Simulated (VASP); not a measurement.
TiTe2:

```
CELL_PARAMETERS angstrom
3.77700 0.00000 0.00000
-1.88850 3.27098 0.00000
0.00000 0.00000 6.49800
ATOMIC_POSITIONS crystal
Ti 0.00000 0.00000 0.00000
Te 0.33333 0.66667 0.26280
Te 0.66667 0.33333 0.73720
```

The cell was built by a generator and needn't be a form met in nature.

The cell isn't the ideal one: cell and atoms relaxed at 0 GPa.

- Program: VASP 6.6.1
- Task: relaxation of cell and atoms
- Functional: PBE
- Potentials or basis: VASP PAW PBE potentials, release 64 (Ti_sv, Te)
- Cutoff: 600 eV
- k mesh: 12 × 12 × 8
- Occupations: gaussian, width 0.03 eV
- Spin: no spin polarisation

At the start: pressure 0.7 GPa; volume 26.76 Å³/atom.

Problem. Where does the relaxation end?

Solution. Over 30 steps the energy falls by 5.4 meV/atom and the volume is 28.18 Å³/atom (+5.3 %); space group P-3m1 (No. 164, to 0.05 Å).

The path:
```
step  energy change (eV)  largest force (eV/Å)  pressure (GPa)  volume (Å³)
   1              0.0000                0.0438            0.69        80.28
   2             -0.0050                0.1510           -0.22        81.63
   3             -0.0051                0.1378           -0.19        81.54
   4             -0.0076                0.1305           -0.09        81.65
   5             -0.0109                0.1119            0.12        81.94
   6             -0.0111                0.1072            0.18        82.02
   7             -0.0140                0.0600            0.13        82.75
   8             -0.0157                0.0092            0.08        83.87
   9             -0.0157                0.0159            0.05        83.99
  10             -0.0158                0.0284           -0.16        84.53
  11             -0.0159                0.0094           -0.11        84.31
  12             -0.0161                0.0013            0.05        84.24
  13             -0.0161                0.0002            0.03        84.25
  14             -0.0161                0.0126           -0.01        84.37
  15             -0.0161                0.0052            0.02        84.30
  16             -0.0161                0.0091            0.00        84.33
  17             -0.0161                0.0066            0.00        84.32
  18             -0.0161                0.0061            0.01        84.36
  19             -0.0161                0.0017           -0.02        84.51
  20             -0.0161                0.0029            0.01        84.52
  21             -0.0161                0.0139            0.05        84.53
  22             -0.0161                0.0058            0.02        84.52
  23             -0.0161                0.0046            0.03        84.52
  24             -0.0161                0.0039            0.02        84.52
  25             -0.0161                0.0035            0.01        84.52
  26             -0.0161                0.0033            0.01        84.52
  27             -0.0161                0.0009           -0.02        84.53
  28             -0.0161                0.0008           -0.03        84.54
  29             -0.0161                0.0003            0.02        84.53
  30             -0.0161                0.0005            0.00        84.53
```

Final structure:
```
CELL_PARAMETERS angstrom
3.76930 0.00000 0.00000
-1.88465 3.26431 0.00000
0.00000 0.00000 6.86982
ATOMIC_POSITIONS crystal
Ti 0.00000 0.00000 0.00000
Te 0.33333 0.66667 0.25191
Te 0.66667 0.33333 0.74809
```

Caveat: this functional lacks dispersion, which binds the layers, so the pressure and a relaxed spacing across them are unreliable.
